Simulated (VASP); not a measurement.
# PbS (space group P-6m2): computed properties

Level of theory: r2SCAN meta-GGA, VASP's PBE PAW potentials (set 64) (plane waves; VASP).

For PbS, the space group is P-6m2 (187) and the cell is a = b = 4.052 Å, c = 3.781 Å, α = β = 90.00°, γ = 120.00°. The volume per atom is 26.88 Å³/atom and the band gap (over mesh and band path) is none (metal, semimetal or under 0.01 eV). The density comes out as 7.39 g/cm³.

```yaml
crystal:
  lattice:
    - [4.05203, 0.00000, 0.00000]
    - [-2.02601, 3.50916, 0.00000]
    - [0.00000, 0.00000, 3.78139]
  atoms:
    - { symbol: Pb, position: [0.00000, 0.00000, 0.00000] }
    - { symbol: S, position: [0.66667, 0.33333, 0.50000] }
```

Unless said otherwise, spin-orbit coupling is left out, though it shifts the bands of the heavy elements here.

The structure comes from a computed database's PbS entry (P-6m2); how it stands against other phases isn't given here. It was relaxed first. Symmetry was kept, so distortions that lower it aren't found.
